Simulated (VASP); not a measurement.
# A VASP study of FeSi2 (Linzhiite) (optB86b-vdW + U): structure first, properties next, part 2 of 12

What structure does FeSi2 (Linzhiite) take at this level, and what are its properties? The start is a cell from a database of measured crystal structures.

VASP 6.6.1, plane waves and PAW; the level of theory is named at each step.

Still holding for the runs below: The k-mesh is coarse for a metal. A U on the itinerant d states of such a compound is hard to justify; it moves the bands at the Fermi level and favours large moments.

So far, pressure (GPa): step 2 (magnetic order: ferromagnetic) 12.1.

### 3. Magnetic order: antiferromagnetic, q = (0, 0, 1/2)

This step: optB86b-vdW, DFT+U (Fe d 5 eV), spin-polarised from an antiferromagnetic start; plane waves and PAW (Fe, Si) (VASP 6.6.1).

System of this step: FeSi2 (Linzhiite). Symmetry: P4/mmm, No. 123, tetragonal system. Conventional cell: a = 2.696 Å, b = 2.696 Å, c = 5.147 Å, α = 90.00°, β = 90.00°, γ = 90.00°. Nearest to Fe lie 8 Si at 2.36 Å. Nearest to Si lie 1 Si at 2.35 Å and 4 Fe at 2.36 Å. Farther neighbours are not listed.

Next, a pattern with opposite moments, which needs a doubled cell; q is given in the reciprocal vectors of the primitive cell.

The input, INCAR:

```
SYSTEM = FeSi2
PREC = Accurate
ENCUT = 400
EDIFF = 1E-06
NELM = 100
ISMEAR = 0
SIGMA = 0.05
LREAL = .FALSE.
ALGO = Normal
GGA = MK
AGGAC = 0
LUSE_VDW = .TRUE.
PARAM1 = 0.1234
PARAM2 = 1
LASPH = .TRUE.
NBANDS = 25
ISPIN = 2
MAGMOM = 3 -3 0 0 0 0
LDAU = .TRUE.
LDAUTYPE = 2
LDAUL = 2 -1
LDAUU = 5 0
LDAUJ = 0 0
LDAUPRINT = 1
LMAXMIX = 4
LORBIT = 11
LWAVE = .FALSE.
LCHARG = .FALSE.
KPAR = 8
ISIF = 2
```

The input, POSCAR:

```
FeSi2
1.0
    2.6960000000      0.0000000000      0.0000000000
    0.0000000000      2.6960000000      0.0000000000
    0.0000000000      0.0000000000     10.2940000000
Fe Si
2 4
Direct
    0.5000000000      0.5000000000      0.0000000000
    0.5000000000      0.5000000000      0.5000000000
    0.0000000000      0.0000000000      0.1358500000
    0.0000000000      0.0000000000      0.6358500000
    0.0000000000      0.0000000000      0.3641500000
    0.0000000000      0.0000000000      0.8641500000
```

The input, KPOINTS:

```
Automatic mesh
0
Gamma
8 8 3
0 0 0
```

PAW data sets: Fe and Si (PBE family, release 64).

Run with:

```sh
> mpirun -np 8 vasp_std
```

The program printed:

```text
[banner, memory and clock lines left out]
running    8 mpi-ranks, on    1 nodes
 distrk:  each k-point on    1 cores,    8 groups
 distr:  one band on    1 cores,    1 groups

 POSCAR found type information on POSCAR FeSi
 POSCAR found :  2 types and       6 ions
 [... a notice as in an earlier step ...]

 [... a notice as in an earlier step ...]

 [... a notice as in an earlier step ...]

 LDA part: xc-table for (Slater+PW92), standard interpolation
 POSCAR, INCAR and KPOINTS ok, starting setup
 FFT: planning ... GRIDC
 FFT: planning ... GRID_SOFT
 FFT: planning ... GRID
 WAVECAR not read
 entering main loop
       N       E                     dE             d eps       ncg     rms          rms(c)
DAV:   1     0.176586136234E+03    0.17659E+03   -0.11023E+04  3000   0.105E+03
DAV:   2    -0.109080172553E+02   -0.18749E+03   -0.17557E+03  3034   0.258E+02
DAV:   3    -0.223250150005E+02   -0.11417E+02   -0.10871E+02  3963   0.758E+01
DAV:   4    -0.226930477308E+02   -0.36803E+00   -0.36509E+00  3887   0.129E+01
DAV:   5    -0.227061226845E+02   -0.13075E-01   -0.13058E-01  4213   0.241E+00    0.248E+01
DAV:   6    -0.255436177300E+02   -0.28375E+01   -0.36509E+01  4245   0.102E+02    0.214E+01
DAV:   7    -0.212175349770E+02    0.43261E+01   -0.25100E+01  4032   0.101E+02    0.109E+01
DAV:   8    -0.213806100529E+02   -0.16308E+00   -0.27264E+00  4472   0.114E+01    0.527E+00
DAV:   9    -0.213822575110E+02   -0.16475E-02   -0.38980E-01  4545   0.939E+00    0.197E+00
DAV:  10    -0.214582305040E+02   -0.75973E-01   -0.11591E-01  4815   0.429E+00    0.106E+00
DAV:  11    -0.215062967162E+02   -0.48066E-01   -0.54421E-02  4767   0.305E+00    0.746E-01
DAV:  12    -0.215186053996E+02   -0.12309E-01   -0.13875E-02  4758   0.122E+00    0.527E-01
DAV:  13    -0.215287642627E+02   -0.10159E-01   -0.93672E-03  4701   0.131E+00    0.315E-01
DAV:  14    -0.215320367415E+02   -0.32725E-02   -0.65673E-03  4821   0.960E-01    0.155E-01
DAV:  15    -0.215327244558E+02   -0.68771E-03   -0.17585E-03  4937   0.532E-01    0.719E-02
DAV:  16    -0.215327851081E+02   -0.60652E-04   -0.25166E-04  4690   0.222E-01    0.286E-02
DAV:  17    -0.215327922882E+02   -0.71801E-05   -0.39932E-05  4835   0.806E-02    0.118E-02
DAV:  18    -0.215327910552E+02    0.12330E-05   -0.98750E-06  4375   0.269E-02    0.635E-03
DAV:  19    -0.215327923956E+02   -0.13404E-05   -0.67942E-07  1835   0.120E-02    0.287E-03
DAV:  20    -0.215327930428E+02   -0.64722E-06   -0.40107E-07  1806   0.817E-03
   1 F= -.21532793E+02 E0= -.21531194E+02  d E =-.319738E-02  mag=     0.0000
```

Elapsed: 61 s, on 8 MPI ranks of Intel Xeon Platinum 8259CL at 2.50GHz (Skylake/Cascade Lake), shared host; peak memory 3.1 GiB; 7.9 min of CPU time.

OUTCAR, selected parts (step 3):

```text
  LATTYP: Found a simple tetragonal cell.
 ALAT       =     2.6960000000
 C/A-ratio  =     3.8182492582

The static configuration has the point symmetry D_4h.

 Found     30 irreducible k-points:

   k-points           NKPTS =     30   k-points in BZ     NKDIM =     30   number of bands    NBANDS=     25

   dimension x,y,z NGX =    18 NGY =   18 NGZ =   70
   dimension x,y,z NGXF=    36 NGYF=   36 NGZF=  140

   ENCUT  =  400.0 eV  29.40 Ry    5.42 a.u.   4.40  4.40 16.79*2*pi/ulx,y,z

   NELECT =      32.0000    total number of electrons

atom =   1  type =  1  l = 2

 onsite density matrix

spin component  1

  0.8484 -0.0000 -0.0000 -0.0000 -0.0000
 -0.0000  0.8487 -0.0000 -0.0000  0.0000
 -0.0000 -0.0000  0.9019  0.0000  0.0000
 -0.0000 -0.0000  0.0000  0.8487 -0.0000
 -0.0000  0.0000  0.0000 -0.0000  0.9505

spin component  2

  0.8001  0.0000 -0.0000  0.0000  0.0000
  0.0000  0.2880  0.0000 -0.0000 -0.0000
 -0.0000  0.0000  0.7404 -0.0000 -0.0000
  0.0000 -0.0000 -0.0000  0.2880  0.0000
  0.0000 -0.0000 -0.0000  0.0000  0.2661

 occupancies and eigenvectors

  o =  0.2661  v =  0.0000  0.0000  0.0000  0.0000  0.0000  0.0000  0.0000  0.0000  0.0000  1.0000      0.0000  0.0000  0.0000  0.0000  0.0000  0.0000  0.0000  0.0000  0.0000  0.0000
  o =  0.2880  v =  0.0000  0.0000  0.0000  0.0000  0.0000  0.0000 -0.9973  0.0000  0.0740  0.0000      0.0000  0.0000  0.0000  0.0000  0.0000  0.0000  0.0000  0.0000  0.0000  0.0000
  o =  0.2880  v =  0.0000  0.0000  0.0000  0.0000  0.0000  0.0000  0.0740 -0.0000  0.9973 -0.0000      0.0000  0.0000  0.0000  0.0000  0.0000  0.0000  0.0000  0.0000  0.0000  0.0000
  o =  0.7404  v =  0.0000  0.0000  0.0000  0.0000  0.0000  0.0000 -0.0000 -1.0000 -0.0000  0.0000      0.0000  0.0000  0.0000  0.0000  0.0000  0.0000  0.0000  0.0000  0.0000  0.0000
  o =  0.8001  v =  0.0000  0.0000  0.0000  0.0000  0.0000  1.0000  0.0000  0.0000  0.0000  0.0000      0.0000  0.0000  0.0000  0.0000  0.0000  0.0000  0.0000  0.0000  0.0000  0.0000
  o =  0.8484  v =  1.0000  0.0000  0.0000  0.0000  0.0000  0.0000  0.0000  0.0000  0.0000  0.0000      0.0000  0.0000  0.0000  0.0000  0.0000  0.0000  0.0000  0.0000  0.0000  0.0000
  o =  0.8487  v =  0.0000  0.1090 -0.0000  0.9940 -0.0000  0.0000  0.0000  0.0000  0.0000  0.0000      0.0000  0.0000  0.0000  0.0000  0.0000  0.0000  0.0000  0.0000  0.0000  0.0000
  o =  0.8487  v =  0.0000  0.9940  0.0000 -0.1090 -0.0000  0.0000  0.0000  0.0000  0.0000  0.0000      0.0000  0.0000  0.0000  0.0000  0.0000  0.0000  0.0000  0.0000  0.0000  0.0000
  o =  0.9019  v =  0.0000  0.0000 -1.0000 -0.0000  0.0000  0.0000  0.0000  0.0000  0.0000  0.0000      0.0000  0.0000  0.0000  0.0000  0.0000  0.0000  0.0000  0.0000  0.0000  0.0000
  o =  0.9505  v =  0.0000  0.0000  0.0000 -0.0000  1.0000  0.0000  0.0000  0.0000  0.0000  0.0000      0.0000  0.0000  0.0000  0.0000  0.0000  0.0000  0.0000  0.0000  0.0000  0.0000

atom =   2  type =  1  l = 2

 onsite density matrix

spin component  1

  0.8001  0.0000  0.0000  0.0000  0.0000
  0.0000  0.2880  0.0000  0.0000  0.0000
  0.0000  0.0000  0.7404  0.0000 -0.0000
  0.0000  0.0000  0.0000  0.2880  0.0000
  0.0000  0.0000 -0.0000  0.0000  0.2661

spin component  2

  0.8484 -0.0000  0.0000 -0.0000 -0.0000
 -0.0000  0.8487 -0.0000 -0.0000 -0.0000
  0.0000 -0.0000  0.9019 -0.0000  0.0000
 -0.0000 -0.0000 -0.0000  0.8487 -0.0000
 -0.0000 -0.0000  0.0000 -0.0000  0.9505

 occupancies and eigenvectors

  o =  0.2661  v =  0.0000  0.0000 -0.0000  0.0000 -1.0000  0.0000  0.0000  0.0000  0.0000  0.0000      0.0000  0.0000  0.0000  0.0000  0.0000  0.0000  0.0000  0.0000  0.0000  0.0000
  o =  0.2880  v =  0.0000  0.9904  0.0000 -0.1384  0.0000  0.0000  0.0000  0.0000  0.0000  0.0000      0.0000  0.0000  0.0000  0.0000  0.0000  0.0000  0.0000  0.0000  0.0000  0.0000
  o =  0.2880  v =  0.0000  0.1384  0.0000  0.9904  0.0000  0.0000  0.0000  0.0000  0.0000  0.0000      0.0000  0.0000  0.0000  0.0000  0.0000  0.0000  0.0000  0.0000  0.0000  0.0000
  o =  0.7404  v =  0.0000  0.0000 -1.0000  0.0000  0.0000  0.0000  0.0000  0.0000  0.0000  0.0000      0.0000  0.0000  0.0000  0.0000  0.0000  0.0000  0.0000  0.0000  0.0000  0.0000
  o =  0.8001  v =  1.0000  0.0000  0.0000  0.0000  0.0000  0.0000  0.0000  0.0000  0.0000  0.0000      0.0000  0.0000  0.0000  0.0000  0.0000  0.0000  0.0000  0.0000  0.0000  0.0000
  o =  0.8484  v =  0.0000  0.0000  0.0000  0.0000  0.0000  1.0000  0.0000  0.0000  0.0000  0.0000      0.0000  0.0000  0.0000  0.0000  0.0000  0.0000  0.0000  0.0000  0.0000  0.0000
  o =  0.8487  v =  0.0000  0.0000  0.0000  0.0000  0.0000  0.0000  0.7266  0.0000 -0.6871 -0.0000      0.0000  0.0000  0.0000  0.0000  0.0000  0.0000  0.0000  0.0000  0.0000  0.0000
  o =  0.8487  v =  0.0000  0.0000  0.0000  0.0000  0.0000  0.0000 -0.6871  0.0000 -0.7266  0.0000      0.0000  0.0000  0.0000  0.0000  0.0000  0.0000  0.0000  0.0000  0.0000  0.0000
  o =  0.9019  v =  0.0000  0.0000  0.0000  0.0000  0.0000  0.0000 -0.0000  1.0000  0.0000 -0.0000      0.0000  0.0000  0.0000  0.0000  0.0000  0.0000  0.0000  0.0000  0.0000  0.0000
  o =  0.9505  v =  0.0000  0.0000  0.0000  0.0000  0.0000  0.0000  0.0000  0.0000  0.0000  1.0000      0.0000  0.0000  0.0000  0.0000  0.0000  0.0000  0.0000  0.0000  0.0000  0.0000

 E-fermi :  10.2773

 spin component 1
 k-point     1 :       0.0000    0.0000    0.0000
  band No.  band energies     occupation
    ...
     10       7.1744      1.00000
     11       7.2001      1.00000
     12       7.4347      1.00000
     13       8.4893      1.00000
     14       8.6433      1.00000
     15      10.3000      0.26099
     16      10.3001      0.25982
     17      11.7505      0.00000
     18      14.3202      0.00000
     19      14.3202      0.00000
    ...

 k-point     2 :       0.1250    0.0000    0.0000
  band No.  band energies     occupation
    ...
     11       7.2101      1.00000
     12       7.7059      1.00000
     13       8.2742      1.00000
     14       8.3838      1.00000
     15       9.7233      1.00000
     16      10.3867      0.00099
     17      11.6859      0.00000
     18      12.0795      0.00000
     19      13.4958      0.00000
     20      13.5888      0.00000
    ...

 k-point     3 :       0.2500    0.0000    0.0000
  band No.  band energies     occupation
    ...
     12       7.7040      1.00000
     13       7.8406      1.00000
     14       7.8414      1.00000
     15       7.9636      1.00000
     16       9.3842      1.00000
     17      10.6060      0.00000
     18      11.8083      0.00000
     19      11.8362      0.00000
     20      12.0043      0.00000
     21      14.0265      0.00000
    ...

 k-point     4 :       0.3750    0.0000    0.0000
  band No.  band energies     occupation
    ...
     12       6.1529      1.00000
     13       7.2776      1.00000
     14       7.3783      1.00000
     15       7.4452      1.00000
     16       8.0692      1.00000
     17      10.8405      0.00000
     18      11.2282      0.00000
     19      11.2642      0.00000
     20      12.1126      0.00000
     21      13.4569      0.00000
    ...

Total vdW correction in eV:      4.1227428

  Total        6.2866892      6.2866892      3.1602388      0.0000000      0.0000000      0.0000000
  in kB      134.6197041    134.6197041     67.6716161      0.0000000      0.0000000      0.0000000
  external PRESSURE =     112.3036748 kB  Pullay stress =       0.0000000 kB

  energy-cutoff  :      400.00
  volume of cell :       74.82
      direct lattice vectors                 reciprocal lattice vectors
     2.696000000  0.000000000  0.000000000     0.370919881  0.000000000  0.000000000
     0.000000000  2.696000000  0.000000000     0.000000000  0.370919881  0.000000000
     0.000000000  0.000000000 10.294000000     0.000000000  0.000000000  0.097143967

 POSITION                                       TOTAL-FORCE (eV/Angst)
 -----------------------------------------------------------------------------------
      1.34800      1.34800      0.00000         0.000000     -0.000000      0.000000
      1.34800      1.34800      5.14700         0.000000     -0.000000      0.000000
      0.00000      0.00000      1.39844        -0.000000      0.000000      0.755571
      0.00000      0.00000      6.54544        -0.000000      0.000000      0.755571
      0.00000      0.00000      3.74856        -0.000000      0.000000     -0.755571
      0.00000      0.00000      8.89556        -0.000000      0.000000     -0.755571
 -----------------------------------------------------------------------------------
    total drift:                                0.000000      0.000000      0.000000

  FREE ENERGIE OF THE ION-ELECTRON SYSTEM (eV)
  ---------------------------------------------------
  free  energy   TOTEN  =       -21.5327930428 eV

  energy  without entropy=      -21.5295956629  energy(sigma->0) =      -21.53119435

Total vdW correction in eV:      4.1227452

 total charge
# of ion       s       p       d       tot
------------------------------------------
    1        0.462   0.692   6.737   7.892
    2        0.462   0.692   6.737   7.892
    3        0.743   0.910   0.000   1.653
    4        0.743   0.910   0.000   1.653
    5        0.743   0.910   0.000   1.653
    6        0.743   0.910   0.000   1.653
--------------------------------------------------
tot          3.898   5.024  13.474  22.397

 magnetization (x)
# of ion       s       p       d       tot
------------------------------------------
    1        0.006   0.013   2.013   2.032
    2       -0.006  -0.013  -2.013  -2.032
    3       -0.012  -0.017   0.000  -0.029
    4        0.012   0.017   0.000   0.029
    5        0.012   0.017   0.000   0.029
    6       -0.012  -0.017   0.000  -0.029
--------------------------------------------------
tot          0.000   0.000   0.000   0.000

[... 1 part as in an earlier step ...]

[... 6 further parts left out ...]
```

At this level the cell is under a pressure of 11.2 GPa, so at these settings it is away from equilibrium.

Numbers from this step:

| Quantity | Value |
| --- | --- |
| SCF cycles | 20 |
| electrons | 32 |
| bands | 25 |
| irreducible k-points | 30 |
| free energy (TOTEN) | -21.53 eV |
| energy at zero smearing | -21.53 eV |
| Fermi energy | 10.28 eV |
| pressure | 11.23 GPa |

Spin moment in the PAW sphere by atom:

| atom | spin moment in the PAW sphere (μB) |
| --- | --- |
| Fe1 | 2.03 |
| Fe2 | -2.03 |
| Si3 | -0.03 |
| Si4 | 0.03 |
| Si5 | 0.03 |
| Si6 | -0.03 |

Force by atom:

| atom | x (eV/Å) | y (eV/Å) | z (eV/Å) | size |
| --- | --- | --- | --- | --- |
| Fe1 | 0.000 | 0.000 | 0.000 | 0.000 |
| Fe2 | 0.000 | 0.000 | 0.000 | 0.000 |
| Si3 | 0.000 | 0.000 | 0.756 | 0.756 |
| Si4 | 0.000 | 0.000 | 0.756 | 0.756 |
| Si5 | 0.000 | 0.000 | -0.756 | 0.756 |
| Si6 | 0.000 | 0.000 | -0.756 | 0.756 |

The energy lies +5.0 meV an atom from the first pattern. The run ends antiferromagnetic with a largest moment of 2.03 μB, and the mesh shows no gap.

(Continued in part 3 of 12.)

[Lines on the potential files, build, host, timing and source positions are cut from VASP's logs without a mark.]

[Logs are printed without paths, hosts, clocks, repeated set-up lines and the standing remarks that a program may print on its own settings, such as how far it seeks lower states.]

[Hosts, paths, dates, database ids (printed as entryN), source tags and the programs' standing remarks are cut or masked in the printed files.]

[A measured line is paired with the nearest computed mode of its activity, which favours agreement.]
